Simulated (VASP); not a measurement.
# Lattice of AlCr2C across functionals and dispersion corrections, part 3 of 4

Aim: relax AlCr2C with several functionals and dispersion schemes, and compare the cells. The start is a computed cell from the Materials Project.

VASP 6.6.1, plane waves and PAW; the level of theory is named at each step.

Still holding for the runs below: The k-mesh is coarse for a metal.

So far. Step 3 (Relaxation with PBEsol): It ends at 10.78 Å³/atom, -1.0 % from the start, with -0.11 GPa left. The conventional cell has a = 2.814 and c = 12.579 Å. The moments are lost on the way, which shrinks a magnet's cell; a magnetic solution may have been missed. Step 4 (Relaxation with PBE): It ends at 11.09 Å³/atom, +1.8 % from the start, with -0.03 GPa left. The conventional cell has a = 2.842 and c = 12.683 Å.

### 5. Relaxation with r2SCAN

This step: r2SCAN, spin-polarised from a ferromagnetic start; plane waves and PAW (Al, Cr_pv, C) (VASP 6.6.1).

r2SCAN adds the kinetic-energy density, costs more than a GGA and is run with LASPH.

File INCAR:

```
SYSTEM = AlCr2C
PREC = Accurate
ENCUT = 560
EDIFF = 1E-06
NELM = 100
ISMEAR = -1
SIGMA = 0.05
LREAL = .FALSE.
ALGO = Normal
METAGGA = R2SCAN
LASPH = .TRUE.
NBANDS = 50
ISPIN = 2
MAGMOM = 0 0 3 3 3 3 0 0
LMAXMIX = 4
LORBIT = 11
LWAVE = .FALSE.
LCHARG = .FALSE.
KPAR = 8
IBRION = 2
NSW = 60
ISIF = 3
EDIFFG = -0.01
```

File POSCAR:

```
AlCr2C
1.0
    2.8251010646      0.0000000000      0.0000000000
   -1.4125505323      2.4466092902      0.0000000000
    0.0000000000      0.0000000000     12.6013736800
Al Cr C
2 4 2
Direct
    0.6666666700      0.3333333300      0.2500000000
    0.3333333300      0.6666666700      0.7500000000
    0.3333333300      0.6666666700      0.4149411600
    0.6666666700      0.3333333300      0.9149411600
    0.6666666700      0.3333333300      0.5850588400
    0.3333333300      0.6666666700      0.0850588400
    0.0000000000      0.0000000000      0.5000000000
    0.0000000000      0.0000000000      0.0000000000
```

File KPOINTS:

```
Automatic mesh
0
Gamma
9 9 2
0 0 0
```

Potentials, in the order of the species: Al, Cr_pv and C (PBE family, release 64).

Started as:

```bash
$ mpirun -np 8 vasp_std
```

Numbers of over 12 decimals in the logs are rounded to 6 here.

Output:

```text
[banner, memory and clock lines left out]
running    8 mpi-ranks, on    1 nodes
[...]
[... a notice as in an earlier step ...]

 [... a notice as in an earlier step ...]

 LDA part: xc-table for (None), standard interpolation
 POSCAR, INCAR and KPOINTS ok, starting setup
[...]
entering main loop
       N       E                     dE             d eps       ncg     rms          rms(c)
DAV:   1     0.759190262419E+03    0.75919E+03   -0.34764E+04  4800   0.151E+03
DAV:   2    -0.583486880557E+02   -0.81754E+03   -0.77420E+03  4808   0.470E+02
DAV:   3    -0.115536795017E+03   -0.57188E+02   -0.54888E+02  5416   0.133E+02
DAV:   4    -0.117463597322E+03   -0.19268E+01   -0.19115E+01  5382   0.225E+01
[...]
DAV:  66    -0.943099236477E+02   -0.46954E-05   -0.52975E-06  4632   0.101E-02    0.245E-02
DAV:  67    -0.943099258759E+02   -0.22282E-05   -0.57779E-06  4610   0.103E-02    0.117E-02
DAV:  68    -0.943099261246E+02   -0.24874E-06   -0.29606E-06  4128   0.693E-03
   1 F= -.94309926E+02 E0= -.94297903E+02  d E =-.943099E+02  mag=     3.6515
[... from here on, the cycles between the ionic steps are left out ...]
   2 F= -.94300397E+02 E0= -.94290257E+02  d E =0.952940E-02  mag=     3.7859
   3 F= -.94327235E+02 E0= -.94316201E+02  d E =-.173092E-01  mag=     3.7223
   4 F= -.94330450E+02 E0= -.94319694E+02  d E =-.321492E-02  mag=     3.7199
   5 F= -.94330479E+02 E0= -.94319746E+02  d E =-.324396E-02  mag=     3.7200
[...]
reached required accuracy - stopping structural energy minimisation
```

Run time: 35 min. Hardware: 8 MPI ranks of AMD EPYC 7571, shared host; peak memory 3.3 GiB.

Parts of OUTCAR (step 5):

```text
  Total        0.0404628      0.0404628     -0.0659872     -0.0000000      0.0000000     -0.0000000
  in kB        0.7299159      0.7299159     -1.1903554     -0.0000000      0.0000000     -0.0000000
  external PRESSURE =       0.0898255 kB  Pullay stress =       0.0000000 kB

 POSITION                                       TOTAL-FORCE (eV/Angst)
 -----------------------------------------------------------------------------------
      1.42116      0.82051      3.17362        -0.000000     -0.000000      0.000000
     -0.00000      1.64102      9.52087        -0.000000      0.000000      0.000000
     -0.00000      1.64102      5.27616         0.000000     -0.000000      0.003541
      1.42116      0.82051     11.62340        -0.000000     -0.000000      0.003541
      1.42116      0.82051      7.41833         0.000000     -0.000000     -0.003541
     -0.00000      1.64102      1.07109        -0.000000      0.000000     -0.003541
      0.00000      0.00000      6.34725        -0.000000     -0.000000      0.000000
      0.00000      0.00000     -0.00000        -0.000000     -0.000000      0.000000
 -----------------------------------------------------------------------------------
    total drift:                               -0.000008      0.000005     -0.000000

  FREE ENERGIE OF THE ION-ELECTRON SYSTEM (eV)
  ---------------------------------------------------
  free  energy   TOTEN  =       -94.3304792795 eV

  energy  without entropy=      -94.3090125756  energy(sigma->0) =      -94.31974593

 magnetization (x)
# of ion       s       p       d       tot
------------------------------------------
    1       -0.019  -0.028   0.000  -0.047
    2       -0.019  -0.028   0.000  -0.047
    3        0.010   0.007   1.016   1.033
    4        0.010   0.007   1.016   1.033
    5        0.010   0.007   1.016   1.033
    6        0.010   0.007   1.016   1.033
    7       -0.015  -0.094   0.000  -0.109
    8       -0.015  -0.094   0.000  -0.109
--------------------------------------------------
tot         -0.027  -0.218   4.065   3.820

[... 2 parts as in an earlier step ...]

[... 2 further parts left out ...]
[key lines of the parts left out:]
E-fermi :   9.9343
```

The magnetic state follows from one typed start and may not be the lowest. SCAN-type functionals tend to overstate the moments of itinerant magnets.

Relaxation path:

```csv
step,energy less that of the first step (eV),largest force (eV/Å),pressure (GPa),volume (Å³)
1,0.0000,0.0076,3.84,87.10
2,0.0095,0.3931,-4.55,90.43
3,-0.0173,0.1825,-0.03,88.57
4,-0.0205,0.0170,-0.01,88.80
5,-0.0206,0.0035,0.01,88.82
```

```csv
"conventional cell, symmetrised",before,after,change
a (Å),2.825,2.842,+0.6 %
b (Å),2.825,2.842,+0.6 %
c (Å),12.601,12.694,+0.7 %
volume (Å³/atom),10.89,11.10,+2.0 %
```

The relaxed structure:

```
Al Cr C
1.0
     2.84233    0.00000    0.00000
    -1.42116    2.46153    0.00000
     0.00000    0.00000   12.69449
Al Cr C
2 4 2
Direct
  0.66667 0.33333 0.25000
  0.33333 0.66667 0.75000
  0.33333 0.66667 0.41563
  0.66667 0.33333 0.91563
  0.66667 0.33333 0.58437
  0.33333 0.66667 0.08437
  0.00000 0.00000 0.50000
  0.00000 0.00000 0.00000
```

Spin moment in the PAW sphere by atom:

| atom | spin moment in the PAW sphere (μB) |
| --- | --- |
| Al1 | -0.05 |
| Al2 | -0.05 |
| Cr3 | 1.03 |
| Cr4 | 1.03 |
| Cr5 | 1.03 |
| Cr6 | 1.03 |
| C7 | -0.11 |
| C8 | -0.11 |

It ends at 11.10 Å³/atom, +2.0 % from the start, with 0.01 GPa left. The conventional cell has a = 2.842 and c = 12.694 Å. The largest moment is 1.03 μB.

### 6. Relaxation with PBE + D3(BJ)

This step: PBE with D3(BJ), spin-polarised from a ferromagnetic start; plane waves and PAW (Al, Cr_pv, C) (VASP 6.6.1).

A dispersion term adds the long-range attraction that semilocal functionals lack. D3 with Becke-Johnson damping keeps a finite attraction at short range.

INCAR: that of step 5 with these lines changed.

```diff
@@ -9,4 +9,4 @@
 ALGO = Normal
-METAGGA = R2SCAN
-LASPH = .TRUE.
+GGA = PE
+IVDW = 12
 NBANDS = 50
@@ -14,2 +14,3 @@
 MAGMOM = 0 0 3 3 3 3 0 0
+LASPH = .TRUE.
 LMAXMIX = 4
```

POSCAR is that of step 5.

KPOINTS is that of step 5.

Started as:

```bash
$ mpirun -np 8 vasp_std
```

Output:

```text
[... set-up lines as in an earlier step ...]
 entering main loop
       N       E                     dE             d eps       ncg     rms          rms(c)
[... 27 cycles as in an earlier step ...]
   1 F= -.68566432E+02 E0= -.68540436E+02  d E =-.685664E+02  mag=     0.0002
[...]
2 F= -.68564944E+02 E0= -.68539486E+02  d E =0.148776E-02  mag=     0.0000
[...]
3 F= -.68572166E+02 E0= -.68546428E+02  d E =-.573446E-02  mag=     0.0000
[...]
4 F= -.68573693E+02 E0= -.68547784E+02  d E =-.152708E-02  mag=    -0.0000
 trial-energy change:   -0.001527  1 .order   -0.001509   -0.002971   -0.000047
 step:   0.9084(harm=  0.9090)  dis= 0.00586  next Energy=   -68.573693 (dE=-0.153E-02)
 reached required accuracy - stopping structural energy minimisation
```

Elapsed: 5.8 min, on 8 MPI ranks; peak memory 3.1 GiB; 46 min of CPU time.

OUTCAR, selected parts (step 6):

```text
 Edisp (eV)   -3.09464

 Edisp (eV)   -3.09997

  Total       0.00534     0.00534     0.05676     0.00000     0.00000     0.00000
  in kB       0.09942     0.09942     1.05606     0.00000     0.00000     0.00000
  external pressure =        0.42 kB  Pullay stress =        0.00 kB

 POSITION                                       TOTAL-FORCE (eV/Angst)
 -----------------------------------------------------------------------------------
      1.40642      0.81200      3.14156        -0.000000     -0.000000      0.000000
     -0.00000      1.62399      9.42468        -0.000000     -0.000000      0.000000
     -0.00000      1.62399      5.20756         0.000000     -0.000000     -0.002086
      1.40642      0.81200     11.49069        -0.000000      0.000000     -0.002086
      1.40642      0.81200      7.35868        -0.000000      0.000000      0.002086
     -0.00000      1.62399      1.07556         0.000000     -0.000000      0.002086
      0.00000      0.00000      6.28312        -0.000000     -0.000000      0.000000
      0.00000      0.00000     -0.00000        -0.000000     -0.000000      0.000000
 -----------------------------------------------------------------------------------
    total drift:                               -0.000008      0.000005     -0.000000

  FREE ENERGIE OF THE ION-ELECTRON SYSTEM (eV)
  ---------------------------------------------------
  free  energy   TOTEN  =       -68.5736931393 eV

  energy  without entropy=      -68.5218739501  energy(sigma->0) =      -68.54778354

 magnetization (x)
# of ion       s       p       d       tot
------------------------------------------
    1       -0.000   0.000   0.000  -0.000
    2       -0.000   0.000   0.000  -0.000
    3        0.000  -0.000  -0.000  -0.000
    4        0.000  -0.000  -0.000  -0.000
    5        0.000  -0.000  -0.000  -0.000
    6        0.000  -0.000  -0.000  -0.000
    7       -0.000   0.000   0.000   0.000
    8       -0.000   0.000   0.000   0.000
--------------------------------------------------
tot          0.000   0.000  -0.000   0.000

[... 2 parts as in an earlier step ...]

[... 2 further parts left out ...]
[key lines of the parts left out:]
E-fermi :  10.3075
```

Dispersion corrections of this kind ignore metallic screening and tend to overbind metals.

The spin moment in the PAW sphere vanishes on all atoms.

It ends at 10.76 Å³/atom, -1.1 % from the start, with 0.04 GPa left. The conventional cell has a = 2.813 and c = 12.566 Å. The moments are lost on the way, which shrinks a magnet's cell; a magnetic solution may have been missed. Against plain PBE, the dispersion term moves a by -1.0 % and c by -0.9 %.

### 7. Relaxation with r2SCAN + rVV10

This step: r2SCAN with rVV10, spin-polarised from a ferromagnetic start; plane waves and PAW (Al, Cr_pv, C) (VASP 6.6.1).

LUSE_VDW switches on a nonlocal correlation term for dispersion.

INCAR: that of step 6 with these lines changed.

```diff
@@ -9,4 +9,8 @@
 ALGO = Normal
-GGA = PE
-IVDW = 12
+METAGGA = R2SCAN
+LUSE_VDW = .TRUE.
+IVDW_NL = 2
+BPARAM = 11.95
+CPARAM = 0.0093
+LASPH = .TRUE.
 NBANDS = 50
@@ -14,3 +18,2 @@
 MAGMOM = 0 0 3 3 3 3 0 0
-LASPH = .TRUE.
 LMAXMIX = 4
```

POSCAR is that of step 6.

KPOINTS is that of step 6.

Started as:

```bash
$ mpirun -np 8 vasp_std
```

Output:

```text
[banner, memory and clock lines left out]
running    8 mpi-ranks, on    1 nodes
[...]
[... a notice as in an earlier step ...]

|                                                                             |
|               ----> ADVICE to this user running VASP <----                  |
|                                                                             |
|     You have switched on vdW-DFT.                                           |
|     This routine was written and supplied by Jiri Klimes. We recommend      |
|     that you carefully read and cite the following publications:            |
|       J. Klimes, D.R. Bowler, A. Michelides                                 |
|          J. Phys.: Cond Matt. 22 022201 (2010)                              |
|       J. Klimes, D.R. Bowler, A. Michelides                                 |
|          Phys. Rev. B. 83, 195131 (2011)                                    |
|     and references therein.                                                 |
[...]
Total rVV10 correction in eV:      1.2680692    68.4304626
Total rVV10 correction in eV:      1.2680692    68.4304626
Total rVV10 correction in eV:      1.2680692    68.4304626
Total rVV10 correction in eV:      1.2680692    68.4304626
Total rVV10 correction in eV:      1.2680708    68.4304626
Total rVV10 correction in eV:      1.2680708    68.4304626
Total rVV10 correction in eV:      1.2680708    68.4304626
Total rVV10 correction in eV:      1.2680708    68.4304626
Total rVV10 correction in eV:      1.2680708    68.4304626
Total rVV10 correction in eV:      1.2680708    68.4304626
Total rVV10 correction in eV:      1.2680708    68.4304626
Total rVV10 correction in eV:      1.2680708    68.4304626
   1 F= -.93041318E+02 E0= -.93029226E+02  d E =-.930413E+02  mag=     3.6457
[...]
2 F= -.93036404E+02 E0= -.93025815E+02  d E =0.491408E-02  mag=     3.7519
[...]
3 F= -.93050145E+02 E0= -.93038731E+02  d E =-.882750E-02  mag=     3.6984
[...]
4 F= -.93051764E+02 E0= -.93040583E+02  d E =-.161889E-02  mag=     3.6971
 trial-energy change:   -0.001619  1 .order   -0.001554   -0.002936   -0.000173
 step:   0.9371(harm=  0.9442)  dis= 0.00586  next Energy=   -93.051769 (dE=-0.162E-02)
 reached required accuracy - stopping structural energy minimisation
```

Run time: 26 min. Hardware: 8 MPI ranks; peak memory 4.8 GiB; 3.4 h of CPU time.

Parts of OUTCAR (step 7):

```text
  Total        0.0181480      0.0181480     -0.0367023      0.0000000      0.0000000     -0.0000000
  in kB        0.3293167      0.3293167     -0.6660076      0.0000000      0.0000000     -0.0000000
  external PRESSURE =      -0.0024580 kB  Pullay stress =       0.0000000 kB

 POSITION                                       TOTAL-FORCE (eV/Angst)
 -----------------------------------------------------------------------------------
      1.41805      0.81871      3.16876        -0.000000      0.000000      0.000000
     -0.00000      1.63743      9.50628         0.000000     -0.000000      0.000000
     -0.00000      1.63743      5.26506         0.000000      0.000000      0.009277
      1.41805      0.81871     11.60258        -0.000000      0.000000      0.009277
      1.41805      0.81871      7.40998        -0.000000     -0.000000     -0.009277
     -0.00000      1.63743      1.07246         0.000000     -0.000000     -0.009277
      0.00000      0.00000      6.33752        -0.000000     -0.000000      0.000000
      2.83611      0.00000      0.00000        -0.000000     -0.000000      0.000000
 -----------------------------------------------------------------------------------
    total drift:                               -0.000008      0.000005     -0.000000

  FREE ENERGIE OF THE ION-ELECTRON SYSTEM (eV)
  ---------------------------------------------------
  free  energy   TOTEN  =       -93.0517639917 eV

  energy  without entropy=      -93.0294018155  energy(sigma->0) =      -93.04058290

 magnetization (x)
# of ion       s       p       d       tot
------------------------------------------
    1       -0.019  -0.027   0.000  -0.046
    2       -0.019  -0.027   0.000  -0.046
    3        0.010   0.007   1.007   1.024
    4        0.010   0.007   1.007   1.024
    5        0.010   0.007   1.007   1.024
    6        0.010   0.007   1.007   1.024
    7       -0.015  -0.093   0.000  -0.107
    8       -0.015  -0.093   0.000  -0.107
--------------------------------------------------
tot         -0.026  -0.213   4.030   3.791

[... 2 parts as in an earlier step ...]

[... 2 further parts left out ...]
[key lines of the parts left out:]
E-fermi :   9.9996
```

It ends at 11.04 Å³/atom, +1.4 % from the start, with 0.00 GPa left. The conventional cell has a = 2.836 and c = 12.675 Å. The largest moment is 1.02 μB. Against plain r2SCAN, the dispersion term moves a by -0.2 % and c by -0.2 %.

### 8. Relaxation with PBE + TS

This step: PBE with TS, spin-polarised from a ferromagnetic start; plane waves and PAW (Al, Cr_pv, C) (VASP 6.6.1).

The Tkatchenko-Scheffler scheme scales free-atom polarisabilities by Hirshfeld volumes.

INCAR: that of step 7 with these lines changed.

```diff
@@ -9,8 +9,4 @@
 ALGO = Normal
-METAGGA = R2SCAN
-LUSE_VDW = .TRUE.
-IVDW_NL = 2
-BPARAM = 11.95
-CPARAM = 0.0093
-LASPH = .TRUE.
+GGA = PE
+IVDW = 20
 NBANDS = 50
@@ -18,2 +14,3 @@
 MAGMOM = 0 0 3 3 3 3 0 0
+LASPH = .TRUE.
 LMAXMIX = 4
```

POSCAR is that of step 7.

KPOINTS is that of step 7.

Started as:

```bash
$ mpirun -np 8 vasp_std
```

Output:

```text
[... set-up lines as in an earlier step ...]
 entering main loop
       N       E                     dE             d eps       ncg     rms          rms(c)
[... 27 cycles as in an earlier step ...]
 augmentation electrons   62.004642
 total        electrons   62.004642
 augmentation electrons  4.107242265373840E-006
 total        electrons  4.107242265373840E-006
 augmentation electrons   75.774177
 total        electrons   75.774177
 augmentation electrons   69.343713
 total        electrons   69.343713
 augmentation electrons   23.879748
 soft         electrons   38.124893
 total        electrons   62.004641
 augmentation electrons -3.424883574474696E-003
 soft         electrons -1.506409984891377E-003
 total        electrons -4.931293559366073E-003
 translations:           3           3           1
   1 F= -.71366698E+02 E0= -.71340702E+02  d E =-.713667E+02  mag=    -0.0049
[... from here on, the cycles between the ionic steps are left out ...]
   2 F= -.71296211E+02 E0= -.71272061E+02  d E =0.704870E-01  mag=    -0.0002
   3 F= -.71483149E+02 E0= -.71458020E+02  d E =-.116451E+00  mag=     0.0004
   4 F= -.71482966E+02 E0= -.71457903E+02  d E =-.116268E+00  mag=     0.0001
   5 F= -.71520451E+02 E0= -.71494599E+02  d E =-.374852E-01  mag=     0.0000
   6 F= -.71520521E+02 E0= -.71494674E+02  d E =-.375556E-01  mag=    -0.0000
   7 F= -.71521948E+02 E0= -.71495804E+02  d E =-.142683E-02  mag=    -0.0000
   8 F= -.71522072E+02 E0= -.71495924E+02  d E =-.155036E-02  mag=    -0.0000
   9 F= -.71521673E+02 E0= -.71495413E+02  d E =0.398507E-03  mag=     0.0000
  10 F= -.71521926E+02 E0= -.71495724E+02  d E =0.145116E-03  mag=     0.0000
[...]
reached required accuracy - stopping structural energy minimisation
```

Run time: 13 min. Hardware: 8 MPI ranks; peak memory 3.1 GiB.

OUTCAR, selected parts (step 8):

```text
  Edisp (eV):   -6.29354

  Total       0.00467     0.00467    -0.00322    -0.00000     0.00000     0.00000
  in kB       0.09064     0.09064    -0.06246    -0.00000     0.00000     0.00000
  external pressure =        0.04 kB  Pullay stress =        0.00 kB

 POSITION                                       TOTAL-FORCE (eV/Angst)
 -----------------------------------------------------------------------------------
      1.38026      0.79689      3.12630         0.000000     -0.000000      0.000000
     -0.00000      1.59378      9.37890         0.000000     -0.000000      0.000000
     -0.00000      1.59378      5.16112         0.000000      0.000000     -0.007445
      1.38026      0.79689     11.41372        -0.000000     -0.000000     -0.007445
      1.38026      0.79689      7.34408        -0.000000     -0.000000      0.007445
     -0.00000      1.59378      1.09148         0.000000      0.000000      0.007445
      0.00000     -0.00000      6.25260         0.000000     -0.000000      0.000000
     -0.00000      0.00000      0.00000         0.000000     -0.000000      0.000000
 -----------------------------------------------------------------------------------
    total drift:                               -0.000008      0.000005     -0.000000

  FREE ENERGIE OF THE ION-ELECTRON SYSTEM (eV)
  ---------------------------------------------------
  free  energy   TOTEN  =       -71.5219264750 eV

  energy  without entropy=      -71.4695220971  energy(sigma->0) =      -71.49572429

 magnetization (x)
# of ion       s       p       d       tot
------------------------------------------
    1       -0.000  -0.000   0.000  -0.000
    2       -0.000  -0.000   0.000  -0.000
    3        0.000  -0.000   0.000   0.000
    4        0.000  -0.000   0.000   0.000
    5        0.000  -0.000   0.000   0.000
    6        0.000  -0.000   0.000   0.000
    7        0.000   0.000   0.000   0.000
    8        0.000   0.000   0.000   0.000
--------------------------------------------------
tot          0.000   0.000   0.000   0.000

[... 2 parts as in an earlier step ...]

[... 2 further parts left out ...]
[key lines of the parts left out:]
E-fermi :  10.8719
```

The spin moment in the PAW sphere vanishes on all atoms.

It ends at 10.32 Å³/atom, -5.2 % from the start, with 0.00 GPa left. The conventional cell has a = 2.761 and c = 12.505 Å. The moments are lost on the way, which shrinks a magnet's cell; a magnetic solution may have been missed. Against plain PBE, the dispersion term moves a by -2.9 % and c by -1.4 %.

[end of part 3 of 4]

[Lines on the potential files, build, host, timing and source positions are cut from VASP's logs without a mark.]

[Logs are printed without paths, hosts, clocks, repeated set-up lines and the standing remarks that a program may print on its own settings, such as how far it seeks lower states.]

[Hosts, paths, dates, database ids (printed as entryN), source tags and the programs' standing remarks are cut or masked in the printed files.]

[A measured line is paired with the nearest computed mode of its activity, which favours agreement.]
